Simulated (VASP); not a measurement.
# GaP: a GW gap and what it depends on, part 2 of 3

How far does the GW correction to the gap of GaP depend on the settings? The starting structure is a measured crystal structure from the Crystallography Open Database. Cell and atoms stay as given.

VASP 6.6.1.

Results so far: G0W0 (response cutoff 100 eV, 4×4×4 mesh) 1.99 eV; G0W0 (response cutoff 160 eV, 4×4×4 mesh) 2.10 eV.

### Step 4. G0W0 (response cutoff 240 eV, 4×4×4 mesh)

Level of this step: G0W0 on LDA; plane waves and PAW (Ga_d_GW, P_GW) (VASP).

It reads the orbitals and their derivatives (WAVECAR and WAVEDER) of a run with the empty bands, which follows a ground-state run; neither is shown.

Contents of INCAR:

```
SYSTEM = GaP
PREC = Accurate
ENCUT = 430
ISMEAR = 0
SIGMA = 0.01
LREAL = .FALSE.
GGA = CA
NBANDS = 344
ALGO = EVGW0
NELMGW = 1
ENCUTGW = 240
NOMEGA = 40
PRECFOCK = Fast
NBANDSGW = 20
LWAVE = .FALSE.
LCHARG = .FALSE.
```

Contents of POSCAR:

```
GaP
1.0
    0.0000000000      2.7252500000      2.7252500000
    2.7252500000      0.0000000000      2.7252500000
    2.7252500000      2.7252500000      0.0000000000
Ga P
1 1
Direct
    0.0000000000      0.0000000000      0.0000000000
    0.7500000000      0.7500000000      0.7500000000
```

Contents of KPOINTS:

```
Automatic mesh
0
Gamma
4 4 4
0 0 0
```

The projector-augmented-wave data sets are Ga_d_GW and P_GW (LDA family, release 64).

Started as:

```sh
$ mpirun -np 4 vasp_std
```

The program printed:

```text
[banner, memory and clock lines left out]
running    4 mpi-ranks, on    1 nodes
[...]
|                                                                             |
|           W    W    AA    RRRRR   N    N  II  N    N   GGGG   !!!           |
|           W    W   A  A   R    R  NN   N  II  NN   N  G    G  !!!           |
|           W    W  A    A  R    R  N N  N  II  N N  N  G       !!!           |
|           W WW W  AAAAAA  RRRRR   N  N N  II  N  N N  G  GGG   !            |
|           WW  WW  A    A  R   R   N   NN  II  N   NN  G    G                |
|           W    W  A    A  R    R  N    N  II  N    N   GGGG   !!!           |
|                                                                             |
|     The default for ENCUTGWSOFT is different in this version of VASP.       |
|     please manually set ENCUTGWSOFT =240 in the INCAR file.                 |
|                                                                             |

 LDA part: xc-table for (Slater(with rela. corr.)+CA(PZ))
[...]
total number of BLAS operations       1999.12 Gflops
NQ=   4    0.2500    0.2500    0.0000,
|.........|.........|.........|.........|.........|.........|.........|.........
 performed       3029000 updates of chi_q(r,r)
 total number of BLAS operations       2828.57 Gflops
NQ=   5    0.5000    0.2500    0.0000,
|.........|.........|.........|.........|.........|.........|.........|.........
 performed       4213000 updates of chi_q(r,r)
 total number of BLAS operations       3962.52 Gflops
NQ=   6   -0.2500    0.2500    0.0000,
|.........|.........|.........|.........|.........|.........|.........|.........
 performed       5286000 updates of chi_q(r,r)
 total number of BLAS operations       4949.85 Gflops
NQ=   7    0.5000    0.5000    0.0000,
|.........|.........|.........|.........|.........|.........|.........|.........
 performed       5974000 updates of chi_q(r,r)
 total number of BLAS operations       5594.22 Gflops
NQ=   8   -0.2500    0.5000    0.2500,
|.........|.........|.........|.........|.........|.........|.........|.........
 performed       6827000 updates of chi_q(r,r)
 total number of BLAS operations       6479.40 Gflops
 resolving degeneracies of screened two electron integrals

 calculate QP shifts <psi_nk| G(iteration)W_0 |psi_nk>: iteration 1
 entering main loop
[key lines of the parts left out:]
E-fermi :   4.9400
```

Wall time 63 s (4 MPI ranks of Intel Xeon 6975P-C (Granite Rapids), shared host); peak memory 1.3 GiB; 4.1 min of CPU time.

Parts of OUTCAR (step 4):

```text
 QP shifts <psi_nk| G(iteration)W_0 |psi_nk>: iteration 1
 for sc-GW calculations column KS-energies equals QP-energies in previous step
 and V_xc(KS)=  KS-energies - (<T + V_ion + V_H > + <T+V_H+V_ion>^1  + <V_x>^1)
 k-point   1 :       0.0000    0.0000    0.0000
  band No.  KS-energies  QP-energies   sigma(KS)   V_xc(KS)     V^pw_x(r,r')   Z            occupation Imag(sigma)
    ...
      6      -8.3087      -8.8095     -12.3147     -11.5455     -18.6276       0.6510       2.0000       0.9411
      7       4.2120       3.6578     -13.4991     -12.7727     -14.5444       0.7629       2.0000      -0.0424
      8       4.2120       3.6578     -13.4991     -12.7727     -14.5444       0.7629       2.0000      -0.0424
      9       4.2120       3.6578     -13.4991     -12.7727     -14.5444       0.7629       2.0000      -0.0424
     10       5.8332       6.2627     -11.4598     -12.0216      -6.9555       0.7644       0.0000      -0.1768
     11       7.9645       8.2592     -10.4325     -10.8182      -5.8387       0.7640       0.0000      -0.1981
     12       7.9645       8.2592     -10.4325     -10.8182      -5.8387       0.7640       0.0000      -0.1981
     13       7.9645       8.2592     -10.4325     -10.8182      -5.8387       0.7640       0.0000      -0.1981
    ...

[... 1 part as in an earlier step ...]

[... 2 further parts left out ...]
[key lines of the parts left out:]
E-fermi :   4.9400
```

G0W0 (response cutoff 240 eV, 4×4×4 mesh): the quasiparticle gap on this mesh is 2.151 eV, +0.694 eV from the LDA gap on the same points, with 344 bands.

### Step 5. GW0 with iterated eigenvalues (response cutoff 160 eV, 4×4×4 mesh)

It reads the orbitals and their derivatives (WAVECAR and WAVEDER) of a run with the empty bands, which follows a ground-state run; neither is shown.

Edit INCAR of step 4 so:

```diff
@@ -7,6 +7,6 @@
 GGA = CA
-NBANDS = 344
+NBANDS = 188
 ALGO = EVGW0
-NELMGW = 1
-ENCUTGW = 240
+NELMGW = 4
+ENCUTGW = 160
 NOMEGA = 40
```

POSCAR is that of step 4.

KPOINTS is that of step 4.

Started as:

```sh
$ mpirun -np 4 vasp_std
```

The program printed:

```text
[banner, memory and clock lines left out]
running    4 mpi-ranks, on    1 nodes
[...]
[... a notice as in an earlier step ...]

 LDA part: xc-table for (Slater(with rela. corr.)+CA(PZ))
 , standard interpolation
 found WAVECAR, reading the header
 POSCAR, INCAR and KPOINTS ok, starting setup
[...]
reading WAVECAR
 the WAVECAR file was read successfully
 initial charge from wavefunction
 available memory per node:    151.58 GB, setting MAXMEM to    155217

 The Fermi energy was updated, please check that it is located mid-gap
 values below the HOMO (VB) or above the LUMO (CB) will cause erroneous energies
 E-fermi :   4.9400

 calculate exact exchange contribution
 the WAVEDER file was read successfully
energies w=
    0.000    0.000    0.624    0.000    1.244    0.000    1.857    0.000
    2.460    0.000    3.052    0.000    3.630    0.000    4.196    0.000
    4.749    0.000    5.291    0.000    5.823    0.000    6.348    0.000
[...]
total number of BLAS operations        292.51 Gflops
NQ=   4    0.2500    0.2500    0.0000,
|.........|.........|.........|.........|.........|.........|.........|.........
 performed       1634000 updates of chi_q(r,r)
 total number of BLAS operations        413.40 Gflops
NQ=   5    0.5000    0.2500    0.0000,
|.........|.........|.........|.........|.........|.........|.........|.........
 performed       2276000 updates of chi_q(r,r)
 total number of BLAS operations        591.18 Gflops
NQ=   6   -0.2500    0.2500    0.0000,
|.........|.........|.........|.........|.........|.........|.........|.........
 performed       2858000 updates of chi_q(r,r)
 total number of BLAS operations        762.88 Gflops
NQ=   7    0.5000    0.5000    0.0000,
|.........|.........|.........|.........|.........|.........|.........|.........
 performed       3229000 updates of chi_q(r,r)
 total number of BLAS operations        870.21 Gflops
NQ=   8   -0.2500    0.5000    0.2500,
|.........|.........|.........|.........|.........|.........|.........|.........
 performed       3690000 updates of chi_q(r,r)
 total number of BLAS operations       1018.02 Gflops
 resolving degeneracies of screened two electron integrals

 calculate QP shifts <psi_nk| G(iteration)W_0 |psi_nk>: iteration 4
 entering main loop
```

Wall time 92 s (4 MPI ranks); peak memory 0.83 GiB.

From OUTCAR (step 5):

```text
 QP shifts <psi_nk| G(iteration)W_0 |psi_nk>: iteration 2
 k-point   1 :       0.0000    0.0000    0.0000
  band No. old QP-enery  QP-energies   sigma(KS)   T+V_ion+V_H  V^pw_x(r,r')   Z            occupation Imag(sigma)
    ...
      6      -8.7309      -8.8857     -12.2064       3.2368     -18.6276       0.6486       2.0000       1.0162
      7       3.7542       3.6863     -13.3192      16.9847     -14.5444       0.7661       2.0000       0.0367
      8       3.7542       3.6863     -13.3192      16.9847     -14.5444       0.7661       2.0000       0.0367
      9       3.7542       3.6863     -13.3192      16.9847     -14.5444       0.7661       2.0000       0.0367
     10       6.3856       6.4474     -11.3884      17.8548      -6.9555       0.7649       0.0000      -0.1203
     11       8.3325       8.3866     -10.3795      18.7827      -5.8387       0.7661       0.0000      -0.1279
     12       8.3325       8.3866     -10.3795      18.7827      -5.8387       0.7661       0.0000      -0.1279
     13       8.3325       8.3866     -10.3795      18.7827      -5.8387       0.7661       0.0000      -0.1279
    ...

 QP shifts <psi_nk| G(iteration)W_0 |psi_nk>: iteration 3
 k-point   1 :       0.0000    0.0000    0.0000
  band No. old QP-enery  QP-energies   sigma(KS)   T+V_ion+V_H  V^pw_x(r,r')   Z            occupation Imag(sigma)
    ...
      6      -8.8857      -8.9292     -12.1896       3.2368     -18.6276       0.6490       2.0000       1.0234
      7       3.6863       3.6744     -13.3140      16.9847     -14.5444       0.7652       2.0000       0.0372
      8       3.6863       3.6744     -13.3140      16.9847     -14.5444       0.7652       2.0000       0.0372
      9       3.6863       3.6744     -13.3140      16.9847     -14.5444       0.7652       2.0000       0.0372
     10       6.4474       6.4546     -11.3981      17.8548      -6.9555       0.7648       0.0000      -0.1212
     11       8.3866       8.3943     -10.3861      18.7827      -5.8387       0.7659       0.0000      -0.1280
     12       8.3866       8.3943     -10.3861      18.7827      -5.8387       0.7659       0.0000      -0.1280
     13       8.3866       8.3943     -10.3861      18.7827      -5.8387       0.7659       0.0000      -0.1280
    ...

 QP shifts <psi_nk| G(iteration)W_0 |psi_nk>: iteration 4
 k-point   1 :       0.0000    0.0000    0.0000
  band No. old QP-enery  QP-energies   sigma(KS)   T+V_ion+V_H  V^pw_x(r,r')   Z            occupation Imag(sigma)
    ...
      6      -8.9292      -8.9408     -12.1839       3.2368     -18.6276       0.6475       2.0000       1.0262
      7       3.6744       3.6718     -13.3138      16.9847     -14.5444       0.7649       2.0000       0.0373
      8       3.6744       3.6718     -13.3138      16.9847     -14.5444       0.7649       2.0000       0.0373
      9       3.6744       3.6718     -13.3138      16.9847     -14.5444       0.7649       2.0000       0.0373
     10       6.4546       6.4551     -11.3996      17.8548      -6.9555       0.7643       0.0000      -0.1213
     11       8.3943       8.3950     -10.3875      18.7827      -5.8387       0.7659       0.0000      -0.1279
     12       8.3943       8.3950     -10.3875      18.7827      -5.8387       0.7659       0.0000      -0.1279
     13       8.3943       8.3950     -10.3875      18.7827      -5.8387       0.7659       0.0000      -0.1279
    ...

[... 3 parts as in an earlier step ...]

[... 1 further part left out ...]
[key lines of the parts left out:]
E-fermi :   4.9400
```

GW0 with iterated eigenvalues (response cutoff 160 eV, 4×4×4 mesh): the quasiparticle gap on this mesh is 2.213 eV, +0.757 eV from the LDA gap on the same points, with 188 bands.

### Step 6. G0W0 (response cutoff 100 eV, 5×5×5 mesh)

It reads the orbitals and their derivatives (WAVECAR and WAVEDER) of a run with the empty bands, which follows a ground-state run; neither is shown.

Edit INCAR of step 5 so:

```diff
@@ -7,6 +7,6 @@
 GGA = CA
-NBANDS = 188
+NBANDS = 92
 ALGO = EVGW0
-NELMGW = 4
-ENCUTGW = 160
+NELMGW = 1
+ENCUTGW = 100
 NOMEGA = 40
```

POSCAR is that of step 5.

Contents of KPOINTS:

```
Automatic mesh
0
Gamma
5 5 5
0 0 0
```

Started as:

```sh
$ mpirun -np 4 vasp_std
```

The program printed:

```text
[banner, memory and clock lines left out]
running    4 mpi-ranks, on    1 nodes
[...]
[... a notice as in an earlier step ...]

 LDA part: xc-table for (Slater(with rela. corr.)+CA(PZ))
 , standard interpolation
 found WAVECAR, reading the header
 POSCAR, INCAR and KPOINTS ok, starting setup
[...]
reading WAVECAR
 the WAVECAR file was read successfully
 initial charge from wavefunction
 available memory per node:    156.62 GB, setting MAXMEM to    160380

 The Fermi energy was updated, please check that it is located mid-gap
 values below the HOMO (VB) or above the LUMO (CB) will cause erroneous energies
 E-fermi :   4.9018

 calculate exact exchange contribution
 the WAVEDER file was read successfully
energies w=
    0.000    0.000    0.618    0.000    1.232    0.000    1.839    0.000
    2.437    0.000    3.023    0.000    3.596    0.000    4.156    0.000
    4.704    0.000    5.241    0.000    5.768    0.000    6.288    0.000
[...]
total number of BLAS operations        128.29 Gflops
NQ=   6   -0.4000    0.2000    0.0000,
|.........|.........|.........|.........|.........|.........|.........|.........
 performed       2482000 updates of chi_q(r,r)
 total number of BLAS operations        165.28 Gflops
NQ=   7   -0.2000    0.2000    0.0000,
|.........|.........|.........|.........|.........|.........|.........|.........
 performed       2981000 updates of chi_q(r,r)
 total number of BLAS operations        201.35 Gflops
NQ=   8    0.4000    0.4000    0.0000,
|.........|.........|.........|.........|.........|.........|.........|.........
 performed       3362000 updates of chi_q(r,r)
 total number of BLAS operations        227.20 Gflops
NQ=   9   -0.4000    0.4000    0.0000,
|.........|.........|.........|.........|.........|.........|.........|.........
 performed       3861000 updates of chi_q(r,r)
 total number of BLAS operations        264.81 Gflops
NQ=  10   -0.4000    0.4000    0.2000,
|.........|.........|.........|.........|.........|.........|.........|.........
 performed       4478000 updates of chi_q(r,r)
 total number of BLAS operations        306.60 Gflops
 resolving degeneracies of screened two electron integrals

 calculate QP shifts <psi_nk| G(iteration)W_0 |psi_nk>: iteration 1
 entering main loop
```

Elapsed: 29 s, on 4 MPI ranks; peak memory 0.8 GiB.

Parts of OUTCAR (step 6):

```text
 QP shifts <psi_nk| G(iteration)W_0 |psi_nk>: iteration 1
 for sc-GW calculations column KS-energies equals QP-energies in previous step
 and V_xc(KS)=  KS-energies - (<T + V_ion + V_H > + <T+V_H+V_ion>^1  + <V_x>^1)
 k-point   1 :       0.0000    0.0000    0.0000
  band No.  KS-energies  QP-energies   sigma(KS)   V_xc(KS)     V^pw_x(r,r')   Z            occupation Imag(sigma)
    ...
      6      -8.3317      -8.5901     -11.9510     -11.5486     -18.6422       0.6422       2.0000       1.0981
      7       4.1819       3.9131     -13.1234     -12.7696     -14.3677       0.7595       2.0000       0.0805
      8       4.1819       3.9131     -13.1234     -12.7696     -14.3677       0.7595       2.0000       0.0805
      9       4.1819       3.9131     -13.1234     -12.7696     -14.3677       0.7595       2.0000       0.0805
     10       5.8124       6.5560     -11.0510     -12.0223      -7.1538       0.7656       0.0000      -0.0761
     11       7.9552       8.4776     -10.1389     -10.8222      -5.9096       0.7646       0.0000      -0.1030
     12       7.9552       8.4776     -10.1389     -10.8222      -5.9096       0.7646       0.0000      -0.1030
     13       7.9552       8.4776     -10.1389     -10.8222      -5.9096       0.7646       0.0000      -0.1030
    ...

[... 1 part as in an earlier step ...]

[... 2 further parts left out ...]
[key lines of the parts left out:]
E-fermi :   4.9018
```

G0W0 (response cutoff 100 eV, 5×5×5 mesh): the quasiparticle gap on this mesh is 2.068 eV, +0.628 eV from the LDA gap on the same points, with 92 bands.

(Part 2 of 3 ends here.)

[Lines on the potential files, build, host, timing and source positions are cut from VASP's logs without a mark.]

[Logs are printed without paths, hosts, clocks, repeated set-up lines and the standing remarks that a program may print on its own settings, such as how far it seeks lower states.]

[Hosts, paths, dates, database ids (printed as entryN), source tags and the programs' standing remarks are cut or masked in the printed files.]
